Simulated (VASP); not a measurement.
```
CELL_PARAMETERS angstrom
      0.00000     3.06000     3.06000
      3.06000     0.00000     3.06000
      3.06000     3.06000     0.00000
ATOMIC_POSITIONS crystal
  Pb 0.00000 0.00000 0.00000
  Se 0.50000 0.50000 0.50000
```

Calculation: PBE GGA, VASP's PBE PAW potentials (set 64) (plane waves; VASP 6.6.1). Run with 300 eV cut-off, 6×6×6 Γ-centred mesh, Fermi-Dirac smearing of 0.010 eV, potentials Pb_d Se.

At this cut-off the stress carries a Pulay error, which pulls relaxed volumes low. Unless said otherwise, spin-orbit coupling is left out, though it shifts the bands of the heavy elements here.

Predict the energy per atom (σ→0), pressure, band gap (on the k-mesh) with the smallest direct gap where there is one.

```
Item                                          Value
-----------------------------------  --------------
band gap (on the k-mesh)                    0.29 eV
smallest direct gap (on the k-mesh)         0.29 eV
energy per atom (σ→0)                -4089 meV/atom
pressure                                  20.7 kbar
```

Only differences to runs with the same potentials and settings are physical.

The structure is a typed PbSe crystal (Fm-3m). The cell was not relaxed at this level.
